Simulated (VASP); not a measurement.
Method: LDA (Ceperley-Alder, Perdew-Zunger), VASP's LDA PAW potentials (set 64) (plane waves; VASP 6.6.1).

The input files of a VASP run:

### INCAR
```
ALGO = Normal
EDIFF = 1E-7
ENCUT = 530
IBRION = 6
ISIF = 3
ISMEAR = 1
LASPH = .TRUE.
LCHARG = .FALSE.
LREAL = .FALSE.
LWAVE = .FALSE.
NELM = 100
NFREE = 2
NSW = 1
POTIM = 0.015
PREC = Accurate
SIGMA = 0.1
SYSTEM = Si
```

File POSCAR:
```
Si
1
   -2.3716593567     2.3716593567     1.3177526289
    2.3716593567    -2.3716593567     1.3177526289
    2.3716593567     2.3716593567    -1.3177526289
Si
2
Direct
  0.2500000000   0.7500000000   0.5000000000
  0.5000000000   0.5000000000   0.0000000000
```

File KPOINTS:
```
kpoints
0
Gamma
 14 14 14
```

POTCAR, in this order: Si (LDA.64 set). Program: vasp_std.

The resulting files:

OSZICAR:
```
...
DAV:   7    -0.114973329055E+02    0.52081E-08   -0.19643E-08  2688   0.110E-03
   7 F= -.11497333E+02 E0= -.11497157E+02  d E =-.527655E-03
       N       E                     dE             d eps       ncg     rms          rms(c)
DAV:   1    -0.115025510306E+02   -0.52181E-02   -0.25214E-01 18088   0.291E+00    0.311E-01
DAV:   2    -0.115002153325E+02    0.23357E-02   -0.57232E-03 15408   0.621E-01    0.193E-01
DAV:   3    -0.114990588409E+02    0.11565E-02   -0.27712E-03 17424   0.296E-01    0.247E-02
DAV:   4    -0.114990622608E+02   -0.34200E-05   -0.77137E-05 15496   0.760E-02    0.219E-02
DAV:   5    -0.114990599506E+02    0.23102E-05   -0.17730E-06 18200   0.911E-03    0.384E-03
DAV:   6    -0.114990599442E+02    0.64103E-08   -0.39645E-08 11280   0.166E-03
   8 F= -.11499060E+02 E0= -.11499057E+02  d E =-.753208E-05
       N       E                     dE             d eps       ncg     rms          rms(c)
DAV:   1    -0.114988830470E+02    0.17690E-03   -0.60795E-02 15800   0.110E+00    0.874E-02
DAV:   2    -0.114990268190E+02   -0.14377E-03   -0.94496E-04 14648   0.166E-01    0.513E-02
DAV:   3    -0.114990594915E+02   -0.32672E-04   -0.72692E-06 15624   0.290E-02    0.557E-03
DAV:   4    -0.114990599436E+02   -0.45214E-06   -0.11529E-07 14416   0.378E-03    0.970E-04
DAV:   5    -0.114990599453E+02   -0.16873E-08   -0.88881E-09 11232   0.773E-04
   9 F= -.11499060E+02 E0= -.11499057E+02  d E =-.754325E-05
       N       E                     dE             d eps       ncg     rms          rms(c)
DAV:   1    -0.115003311265E+02   -0.12712E-02   -0.91939E-02 18184   0.181E+00    0.149E-01
DAV:   2    -0.114998303990E+02    0.50073E-03   -0.21453E-03 15592   0.365E-01    0.770E-02
DAV:   3    -0.114996139081E+02    0.21649E-03   -0.58218E-04 18312   0.140E-01    0.174E-02
DAV:   4    -0.114996014171E+02    0.12491E-04   -0.52430E-05 14408   0.550E-02    0.109E-02
DAV:   5    -0.114995967333E+02    0.46839E-05   -0.23997E-06 18816   0.111E-02    0.296E-03
DAV:   6    -0.114995968924E+02   -0.15912E-06   -0.16974E-07 10992   0.271E-03    0.976E-04
DAV:   7    -0.114995968072E+02    0.85138E-07   -0.30490E-08  8272   0.118E-03
  10 F= -.11499597E+02 E0= -.11499558E+02  d E =-.116641E-03
       N       E                     dE             d eps       ncg     rms          rms(c)
DAV:   1    -0.115025868771E+02   -0.29900E-02   -0.14486E-01 18096   0.206E+00    0.282E-01
DAV:   2    -0.115003510031E+02    0.22359E-02   -0.52526E-03 16000   0.512E-01    0.144E-01
DAV:   3    -0.114996155072E+02    0.73550E-03   -0.23001E-03 18040   0.274E-01    0.310E-02
DAV:   4    -0.114995971831E+02    0.18324E-04   -0.21782E-04 14352   0.109E-01    0.199E-02
DAV:   5    -0.114995972631E+02   -0.79992E-07   -0.96660E-06 17672   0.230E-02    0.505E-03
DAV:   6    -0.114995969110E+02    0.35209E-06   -0.92707E-07 16848   0.605E-03    0.167E-03
DAV:   7    -0.114995969050E+02    0.59562E-08   -0.11926E-07  8848   0.226E-03
  11 F= -.11499597E+02 E0= -.11499558E+02  d E =-.116597E-03
       N       E                     dE             d eps       ncg     rms          rms(c)
DAV:   1    -0.114999764902E+02   -0.37958E-03   -0.10526E-01 18368   0.172E+00    0.178E-01
DAV:   2    -0.114994061768E+02    0.57031E-03   -0.26737E-03 15992   0.383E-01    0.993E-02
DAV:   3    -0.114993954838E+02    0.10693E-04   -0.12818E-03 18224   0.198E-01    0.241E-02
DAV:   4    -0.114995071321E+02   -0.11165E-03   -0.16247E-04 15304   0.901E-02    0.130E-02
DAV:   5    -0.114995720416E+02   -0.64910E-04   -0.16040E-05 18976   0.265E-02    0.379E-03
DAV:   6    -0.114995858750E+02   -0.13833E-04   -0.16486E-06 15592   0.885E-03    0.374E-04
DAV:   7    -0.114995891897E+02   -0.33147E-05   -0.10518E-07  9664   0.252E-03    0.615E-04
DAV:   8    -0.114995906505E+02   -0.14608E-05   -0.15097E-08  7536   0.928E-04    0.854E-05
DAV:   9    -0.114995908560E+02   -0.20546E-06   -0.22311E-09  7240   0.403E-04    0.471E-05
DAV:  10    -0.114995908938E+02   -0.37814E-07   -0.28946E-10  6912   0.152E-04
  12 F= -.11499591E+02 E0= -.11499552E+02  d E =-.117812E-03
       N       E                     dE             d eps       ncg     rms          rms(c)
DAV:   1    -0.115025939844E+02   -0.30031E-02   -0.14224E-01 17648   0.200E+00    0.282E-01
DAV:   2    -0.115003461136E+02    0.22479E-02   -0.51635E-03 16160   0.505E-01    0.144E-01
DAV:   3    -0.114996096566E+02    0.73646E-03   -0.22909E-03 17968   0.273E-01    0.309E-02
DAV:   4    -0.114995911540E+02    0.18503E-04   -0.21770E-04 14392   0.109E-01    0.196E-02
DAV:   5    -0.114995912792E+02   -0.12519E-06   -0.95320E-06 17504   0.230E-02    0.495E-03
DAV:   6    -0.114995909331E+02    0.34604E-06   -0.92410E-07 16808   0.604E-03    0.160E-03
DAV:   7    -0.114995909296E+02    0.35697E-08   -0.10899E-07  8512   0.219E-03
  13 F= -.11499591E+02 E0= -.11499552E+02  d E =-.117733E-03
       N       E                     dE             d eps       ncg     rms          rms(c)
DAV:   1    -0.115006404970E+02   -0.10496E-02   -0.10889E-01 16144   0.205E+00    0.119E-01
DAV:   2    -0.115005308406E+02    0.10966E-03   -0.25413E-03 17120   0.429E-01    0.633E-02
DAV:   3    -0.115004047610E+02    0.12608E-03   -0.20840E-04 17248   0.860E-02    0.121E-02
DAV:   4    -0.115004026257E+02    0.21353E-05   -0.13807E-05 16600   0.269E-02    0.582E-03
DAV:   5    -0.115004025814E+02    0.44347E-07   -0.65489E-07 16080   0.570E-03
  14 F= -.11500403E+02 E0= -.11500407E+02  d E =0.132364E-04
       N       E                     dE             d eps       ncg     rms          rms(c)
DAV:   1    -0.115006260966E+02   -0.22347E-03   -0.14472E-01 13488   0.215E+00    0.167E-01
DAV:   2    -0.115005126193E+02    0.11348E-03   -0.52504E-03 17936   0.584E-01    0.665E-02
DAV:   3    -0.115004028269E+02    0.10979E-03   -0.64069E-04 16040   0.145E-01    0.183E-02
DAV:   4    -0.115004036405E+02   -0.81352E-06   -0.46833E-05 13816   0.554E-02    0.160E-02
DAV:   5    -0.115004027604E+02    0.88008E-06   -0.20498E-06 19512   0.104E-02    0.198E-03
DAV:   6    -0.115004025809E+02    0.17944E-06   -0.82051E-07 16600   0.491E-03    0.926E-04
DAV:   7    -0.115004025810E+02   -0.92427E-10   -0.38769E-08  7560   0.161E-03
  15 F= -.11500403E+02 E0= -.11500407E+02  d E =0.132895E-04
       N       E                     dE             d eps       ncg     rms          rms(c)
DAV:   1    -0.115009452376E+02   -0.54266E-03   -0.99862E-02  7008   0.216E+00    0.718E-02
DAV:   2    -0.115010697865E+02   -0.12455E-03   -0.26564E-03 11824   0.472E-01    0.433E-02
DAV:   3    -0.115009345495E+02    0.13524E-03   -0.23175E-04  8512   0.838E-02    0.455E-03
DAV:   4    -0.115009233074E+02    0.11242E-04   -0.21195E-05 10056   0.334E-02    0.244E-03
DAV:   5    -0.115009163346E+02    0.69728E-05   -0.34462E-06  9640   0.111E-02    0.500E-04
DAV:   6    -0.115009157893E+02    0.54527E-06   -0.32488E-07  7992   0.445E-03    0.323E-04
DAV:   7    -0.115009152736E+02    0.51576E-06   -0.23812E-08  4752   0.939E-04    0.588E-05
DAV:   8    -0.115009152195E+02    0.54092E-07   -0.38372E-09  4224   0.486E-04
  16 F= -.11500915E+02 E0= -.11500905E+02  d E =-.297083E-04
       N       E                     dE             d eps       ncg     rms          rms(c)
DAV:   1    -0.115008496027E+02    0.65671E-04   -0.11826E-01  6936   0.243E+00    0.816E-02
DAV:   2    -0.115009371793E+02   -0.87577E-04   -0.14770E-03 11232   0.356E-01    0.455E-02
DAV:   3    -0.115009151256E+02    0.22054E-04   -0.61383E-05  8464   0.478E-02    0.646E-03
DAV:   4    -0.115009153553E+02   -0.22971E-06   -0.32374E-06 10480   0.146E-02    0.312E-03
DAV:   5    -0.115009152243E+02    0.13096E-06   -0.30127E-07  8496   0.324E-03    0.433E-04
DAV:   6    -0.115009152250E+02   -0.62266E-09   -0.13791E-08  5128   0.982E-04
  17 F= -.11500915E+02 E0= -.11500905E+02  d E =-.297085E-04
```

**OUTCAR**
```
------------------------ aborting loop because EDIFF is reached ----------------------------------------
  FORCE on cell =-STRESS in cart. coord.  units (eV):
  Direction    XX          YY          ZZ          XY          YZ          ZX
  --------------------------------------------------------------------------------------
  Total       -0.0521038      0.0613350      0.0041728      0.0000000      0.0000000      0.0000000
  in kB       -2.8156691      3.3145183      0.2254966      0.0000000      0.0000000      0.0000000
  external PRESSURE =       0.2414486 kB  Pullay stress =       0.0000000 kB
  volume of cell :       29.65
      direct lattice vectors                 reciprocal lattice vectors
    -2.371659357  2.371659357  1.317752629     0.000000000  0.210822856  0.379433885
     2.371659357 -2.371659357  1.317752629     0.210822856  0.000000000  0.379433885
     2.371659357  2.371659357 -1.317752629     0.210822856  0.210822856  0.000000000
 POSITION                                       TOTAL-FORCE (eV/Angst)
 -----------------------------------------------------------------------------------
      2.37166      0.00000      0.64388         0.000000      0.000000      0.014385
      0.00000      0.00000      1.31775        -0.000000     -0.000000     -0.014385
 -----------------------------------------------------------------------------------
    total drift:                                0.000000      0.000000      0.000011
  FREE ENERGIE OF THE ION-ELECTRON SYSTEM (eV)
  ---------------------------------------------------
  free  energy   TOTEN  =       -11.5009152250 eV

  energy  without entropy=      -11.5008855165  energy(sigma->0) =      -11.50090532

   1 f  =    9.812635 THz    61.654606 2PiTHz  327.314283 cm-1    40.581781 meV
             X         Y         Z           dx          dy          dz
      2.371659  0.000000  0.658876    -0.701646    0.087706    0.000000
      0.000000  0.000000  1.317753     0.701646   -0.087706    0.000000

   2 f  =    9.812635 THz    61.654606 2PiTHz  327.314283 cm-1    40.581781 meV
             X         Y         Z           dx          dy          dz
      2.371659  0.000000  0.658876    -0.087706   -0.701646    0.000000
      0.000000  0.000000  1.317753     0.087706    0.701646    0.000000

   3 f  =    4.085370 THz    25.669139 2PiTHz  136.273289 cm-1    16.895727 meV
             X         Y         Z           dx          dy          dz
      2.371659  0.000000  0.658876     0.000000    0.000000   -0.707107
      0.000000  0.000000  1.317753     0.000000    0.000000    0.707107

   4 f  =    0.000000 THz     0.000000 2PiTHz    0.000000 cm-1     0.000000 meV
             X         Y         Z           dx          dy          dz
      2.371659  0.000000  0.658876     0.000000    0.000000    0.707107
      0.000000  0.000000  1.317753     0.000000    0.000000    0.707107

   5 f/i=    0.000000 THz     0.000000 2PiTHz    0.000002 cm-1     0.000000 meV
             X         Y         Z           dx          dy          dz
      2.371659  0.000000  0.658876     0.270598    0.653281    0.000000
      0.000000  0.000000  1.317753     0.270598    0.653281    0.000000

   6 f/i=    0.000000 THz     0.000001 2PiTHz    0.000005 cm-1     0.000001 meV
             X         Y         Z           dx          dy          dz
      2.371659  0.000000  0.658876     0.653281   -0.270598    0.000000
      0.000000  0.000000  1.317753     0.653281   -0.270598    0.000000

 ELASTIC MODULI CONTR FROM IONIC RELAXATION (kBar)
 Direction    XX          YY          ZZ          XY          YZ          ZX
 --------------------------------------------------------------------------------
 XX        -806.4367    806.4367      0.0000      0.0000      0.0000      0.0000
 YY         806.4367   -806.4367      0.0000      0.0000      0.0000      0.0000
 ZZ           0.0000      0.0000      0.0000      0.0000      0.0000      0.0000
 XY           0.0000      0.0000      0.0000      0.0000      0.0000      0.0000
 YZ           0.0000      0.0000      0.0000      0.0000     -1.1362     -0.0000
 ZX           0.0000      0.0000      0.0000      0.0000     -0.0000     -1.1362
 --------------------------------------------------------------------------------

 TOTAL ELASTIC MODULI (kBar)
 Direction    XX          YY          ZZ          XY          YZ          ZX
 --------------------------------------------------------------------------------
 XX        1667.9798   1428.4526    692.8430      0.0000      0.0000      0.0000
 YY        1428.4526   1667.9798    692.8430      0.0000     -0.0000     -0.0000
 ZZ         692.8430    692.8430   1673.7708      0.0000      0.0000      0.0000
 XY           0.0000      0.0000      0.0000    920.5808      0.0000      0.0000
 YZ           0.0000     -0.0000      0.0000      0.0000    663.1767     -0.0000
 ZX           0.0000     -0.0000      0.0000      0.0000     -0.0000    663.1767
 --------------------------------------------------------------------------------
```
(Selected blocks of OUTCAR.)

Finite-difference elastic constants of metals are sensitive to mesh and smearing; shear constants can be off by tens of GPa.

The structure comes from a computed database's Si entry (I4_1/amd); how it stands against other phases isn't given here. It was relaxed first.
